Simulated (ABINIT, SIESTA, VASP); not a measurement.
## One calculation of MoN2, 3 ways

```xyz
6
Lattice="4.3481 0.0000 0.0000 0.0000 4.3481 0.0000 0.0000 0.0000 2.7675" Properties=species:S:1:pos:R:3 pbc="T T T"
Mo    0.0237    0.0627   -0.0292
Mo    2.1906    2.1882   -0.0055
N     2.6774    3.8511    1.3707
N     1.6674    0.5040    1.3772
N     0.4650    2.6655    1.4075
N     3.8170    1.6931    1.3503
```

The cell comes from a database or a generator and needn't be the stable form of this composition.

Atoms were shifted at random by some hundredths of an Å from the given cell, which wasn't relaxed again for these runs.

Alike in all runs: task single point; functional PBEsol; k mesh 6 × 6 × 10; occupations fermi-dirac, width 0.05 eV; no spin polarisation; no spin-orbit coupling. A missing gap at this level doesn't show that the real crystal is a metal. Pressure is positive in compression and, in plane waves, holds the error of the finite cutoff.

```tsv
program and potentials	plane-wave cutoff (eV)	notes	band gap (eV)	pressure (GPa)	largest force (eV/Å)	energy over the undisturbed cell (meV/atom)
SIESTA, files PseudoDojo sr-pbesol-0.4.1-standard, DZP (energy shift 0.003 Ry; two zetas on semicore shells)	-	atomic basis	no gap	-5.16	1.298	16.51
ABINIT, PseudoDojo NC SR PBEsol v0.4.1 standard	1143	-	?	?	?	?
VASP, PBE PAW files Mo_sv, N, 520 eV	520	potentials made for PBE	no gap	-14.34	1.353	-
```

Problem. Estimate from the other rows what the run with ABINIT, PseudoDojo NC SR PBEsol v0.4.1 standard gave.

Solution. No band gap; pressure -14.00 GPa; largest force 1.294 eV/Å; energy over the undisturbed cell 18.04 meV/atom. The other rows, which needn't bracket it: pressure -14.34 to -5.16; largest force 1.298 to 1.353; energy over the undisturbed cell 16.51.
